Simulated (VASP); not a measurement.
VASP input:

**INCAR**
```
ALGO  =  Normal
EDIFF  =  1E-6
EDIFFG  =  -0.01
ENCUT  =  400
GGA  =  PS
IBRION  =  2
ISIF  =  3
ISMEAR  =  1
ISPIN  =  2
LASPH  =  .TRUE.
LCHARG  =  .FALSE.
LMAXMIX  =  4
LORBIT  =  10
LREAL  =  .FALSE.
LWAVE  =  .FALSE.
MAGMOM  =  0.8 -0.1
NELM  =  100
NSW  =  60
PREC  =  Accurate
SIGMA  =  0.1
SYSTEM  =  MnGe
```

### POSCAR
```
MnGe
1
    2.8745066291    -0.0000000000     0.0000000000
   -1.4372533145     2.4893958289     0.0000000000
   -0.0000000000     0.0000000000     3.5355022865
Mn Ge
1 1
Direct
  1.0000000000   0.0000000000   0.0000000000
  0.6666670000   0.3333330000   0.5000000000
```

File KPOINTS:
```
K-points
0
gamma
  13 13 9
0 0 0
```

POTCAR, in this order: Mn_pv Ge_d (PBE.64 set). Program: vasp_std.

Problem. Translate this PBEsol calculation to Ansatz.

Solution. One equivalent input (not run):
Ansatz 0.2 input:
```yaml
crystal:
  lattice:
    - [2.8745066, 0.0000000, 0.0000000]
    - [-1.4372533, 2.4893958, 0.0000000]
    - [0.0000000, 0.0000000, 3.5355023]
  atoms:
    - { symbol: Mn, position: [1.0000000, 0.0000000, 0.0000000], spin: 0.8 }
    - { symbol: Ge, position: [0.6666670, 0.3333330, 0.5000000], spin: -0.1 }
kpoints:
  mp_grid: { grid: [13, 13, 9] }
hamiltonian:
  xc: pbesol
  pseudopotentials: { kind: paw }
magnetization: { spin_polarized: true }
scf:
  occupations: { method: methfessel_paxton, width: 0.1 }
  max_iter: 100
relax:
  max_steps: 60
  f_tol: 0.01
  cell: {}
output: { forces: true, stress: true, eigenvalues: true }
```
Limits of the translation: each code has its own PAW files, so the cut-off isn't converted (ENCUT is set for VASP's; basis.ecutwfc is left out, and Ansatz then takes the one that its files recommend); Ansatz stops its SCF on the density residual and VASP on the energy change (EDIFF).

The structure was generated: MnGe was put into the WC type (P-6m2), which need not be its known phase. This run relaxes it. Symmetry was kept, so distortions that lower it aren't found. The start is the result of an earlier pass.
